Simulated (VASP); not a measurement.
Output of a VASP run:

### OSZICAR
```
...
DAV:   4    -0.112351964721E+03    0.45363E-04   -0.14886E-03  3150   0.351E-01    0.990E-02
DAV:   5    -0.112351880849E+03    0.83872E-04   -0.93884E-04  3263   0.323E-01    0.355E-02
DAV:   6    -0.112351882556E+03   -0.17072E-05   -0.18064E-04  3190   0.110E-01    0.146E-02
DAV:   7    -0.112351883382E+03   -0.82558E-06   -0.27553E-05  2072   0.483E-02
   9 F= -.11235188E+03 E0= -.11235130E+03  d E =-.363576E-02
       N       E                     dE             d eps       ncg     rms          rms(c)
DAV:   1    -0.112347686670E+03    0.41959E-02   -0.54498E-01  2385   0.722E+00    0.182E-01
DAV:   2    -0.112352846503E+03   -0.51598E-02   -0.61434E-02  2642   0.152E+00    0.192E-01
DAV:   3    -0.112352800366E+03    0.46138E-04   -0.51857E-03  3240   0.649E-01    0.844E-02
DAV:   4    -0.112352783560E+03    0.16805E-04   -0.56039E-04  3150   0.214E-01    0.621E-02
DAV:   5    -0.112352752999E+03    0.30561E-04   -0.36750E-04  3287   0.203E-01    0.224E-02
DAV:   6    -0.112352753077E+03   -0.77849E-07   -0.69788E-05  2728   0.702E-02
  10 F= -.11235275E+03 E0= -.11235214E+03  d E =-.450546E-02
       N       E                     dE             d eps       ncg     rms          rms(c)
DAV:   1    -0.112352313267E+03    0.43973E-03   -0.53340E-02  2385   0.226E+00    0.579E-02
DAV:   2    -0.112352815870E+03   -0.50260E-03   -0.60318E-03  2687   0.476E-01    0.606E-02
DAV:   3    -0.112352810929E+03    0.49412E-05   -0.52275E-04  3285   0.209E-01    0.266E-02
DAV:   4    -0.112352809623E+03    0.13059E-05   -0.52045E-05  2615   0.668E-02
  11 F= -.11235281E+03 E0= -.11235218E+03  d E =-.456200E-02
       N       E                     dE             d eps       ncg     rms          rms(c)
DAV:   1    -0.112348491977E+03    0.43190E-02   -0.29744E-01  2709   0.659E+00    0.166E-01
DAV:   2    -0.112353275535E+03   -0.47836E-02   -0.54834E-02  2343   0.128E+00    0.126E-01
DAV:   3    -0.112353387192E+03   -0.11166E-03   -0.26978E-03  3287   0.376E-01    0.684E-02
DAV:   4    -0.112353380231E+03    0.69609E-05   -0.28255E-04  3128   0.157E-01    0.488E-02
DAV:   5    -0.112353369912E+03    0.10318E-04   -0.27679E-04  3158   0.161E-01    0.221E-02
DAV:   6    -0.112353366227E+03    0.36853E-05   -0.91788E-05  2942   0.866E-02
  12 F= -.11235337E+03 E0= -.11235274E+03  d E =-.556604E-03
       N       E                     dE             d eps       ncg     rms          rms(c)
DAV:   1    -0.112353364794E+03    0.51183E-05   -0.14106E-05  1721   0.500E-02    0.552E-03
DAV:   2    -0.112353364804E+03   -0.95515E-08   -0.87080E-06  1284   0.196E-02    0.318E-03
DAV:   3    -0.112353364948E+03   -0.14430E-06   -0.18922E-06  1224   0.133E-02    0.153E-03
DAV:   4    -0.112353365210E+03   -0.26234E-06   -0.76024E-07  1201   0.489E-03
  13 F= -.11235337E+03 E0= -.11235274E+03  d E =-.555587E-03
       N       E                     dE             d eps       ncg     rms          rms(c)
DAV:   1    -0.112353195828E+03    0.16912E-03   -0.61230E-02  2378   0.187E+00    0.620E-02
DAV:   2    -0.112353532065E+03   -0.33624E-03   -0.43516E-03  3039   0.429E-01    0.726E-02
DAV:   3    -0.112353498458E+03    0.33607E-04   -0.45485E-04  3333   0.195E-01    0.407E-02
DAV:   4    -0.112353488150E+03    0.10307E-04   -0.92036E-05  2774   0.799E-02    0.256E-02
DAV:   5    -0.112353483082E+03    0.50677E-05   -0.59195E-05  2448   0.683E-02
  14 F= -.11235348E+03 E0= -.11235285E+03  d E =-.117872E-03
```

File OUTCAR:
```
------------------------ aborting loop because EDIFF is reached ----------------------------------------
  FORCE on cell =-STRESS in cart. coord.  units (eV):
  Direction    XX          YY          ZZ          XY          YZ          ZX
  --------------------------------------------------------------------------------------
  Total        5.9647658     -8.2388316     -0.5056854      0.0000000      0.0000000      0.0000000
  in kB       30.5389072    -42.1818593     -2.5890507      0.0000000      0.0000000      0.0000000
  external PRESSURE =      -4.7440009 kB  Pullay stress =       0.0000000 kB
  volume of cell :      312.93
      direct lattice vectors                 reciprocal lattice vectors
     3.037051576  0.000000000  0.000000000     0.329266716  0.000000000  0.000000000
     0.000000000  4.295040036  0.000000000     0.000000000  0.232826700  0.000000000
     0.000000000  0.000000000 23.990047299     0.000000000  0.000000000  0.041683953
 POSITION                                       TOTAL-FORCE (eV/Angst)
 -----------------------------------------------------------------------------------
      0.00000      0.00000      8.34710         0.000000      0.000000      0.009893
      1.51853      2.14752      9.67899         0.000000      0.000000     -0.001164
      0.00000      0.00000     11.28355         0.000000      0.000000      0.004981
      1.51853      2.14752     12.70650         0.000000      0.000000     -0.004981
      0.00000      0.00000     14.31106         0.000000      0.000000      0.001164
      1.51853      2.14752     15.64295         0.000000      0.000000     -0.009893
      1.51853      0.00000      9.66905         0.000000      0.000000     -0.005847
      0.00000      2.14752      8.23176         0.000000      0.000000      0.005326
      1.51853      0.00000     12.73686         0.000000      0.000000      0.017650
      0.00000      2.14752     11.25319         0.000000      0.000000     -0.017650
      1.51853      0.00000     15.75829         0.000000      0.000000     -0.005326
      0.00000      2.14752     14.32100         0.000000      0.000000      0.005847
 -----------------------------------------------------------------------------------
    total drift:                                0.000000      0.000000      0.000000
  FREE ENERGIE OF THE ION-ELECTRON SYSTEM (eV)
  ---------------------------------------------------
  free  energy   TOTEN  =      -112.3534830825 eV

  energy  without entropy=     -112.3515798871  energy(sigma->0) =     -112.35284868

 reached required accuracy - stopping structural energy minimisation
```
(Selected blocks of OUTCAR.)

File POSCAR:
```
TiC(110) slab
1
    3.0370515755    -0.0000000000    -0.0000000000
   -0.0000000000     4.2950400362     0.0000000000
    0.0000000000     0.0000000000    23.9900472987
Ti C
6 6
Direct
  0.0000000000   0.0000000000   0.3417550000
  0.5000000000   0.5000000000   0.4050530000
  0.0000000000   0.0000000000   0.4683510000
  0.5000000000   0.5000000000   0.5316490000
  0.0000000000   0.0000000000   0.5949470000
  0.5000000000   0.5000000000   0.6582450000
  0.5000000000   0.0000000000   0.4050530000
  0.0000000000   0.5000000000   0.3417550000
  0.5000000000   0.0000000000   0.5316490000
  0.0000000000   0.5000000000   0.4683510000
  0.5000000000   0.0000000000   0.6582450000
  0.0000000000   0.5000000000   0.5949470000
```

Write an INCAR and KPOINTS that could have produced this output.

This is not unique; one that fits is the input of the run itself, PBEsol GGA, plane waves, VASP's PBE PAW potentials (set 64).

**KPOINTS**
```
K-points
0
G
  9 7 1
0 0 0
```

**INCAR**
```
ISIF = 2   ! forces and stress, cell fixed
IDIPOL = 3
LCHARG = F
LDIPOL = T
IBRION = 2
LWAVE = T
GGA = PS   ! PBEsol
ISMEAR = 1   ! Methfessel-Paxton
EDIFFG = -0.03
SIGMA = 0.1   ! width (eV)
LASPH = T   ! aspherical one-centre terms
ENCUT = 450   ! plane-wave cut-off (eV)
DIPOL = 0.5 0.5 0.5
NSW = 50
LREAL = F
PREC = Normal
ALGO = Normal   ! blocked Davidson
SYSTEM = TiC(110) slab
EDIFF = 1E-5
LMAXMIX = 4
NELMIN = 4
NELM = 100   ! most electronic steps
```

POTCAR, in this order: Ti_sv C (PBE.64 set). Program: vasp_std.

At this cut-off the stress carries a Pulay error, which pulls relaxed volumes low.

The cell is a thin slab with vacuum, built from TiC (rock salt): (110) face.
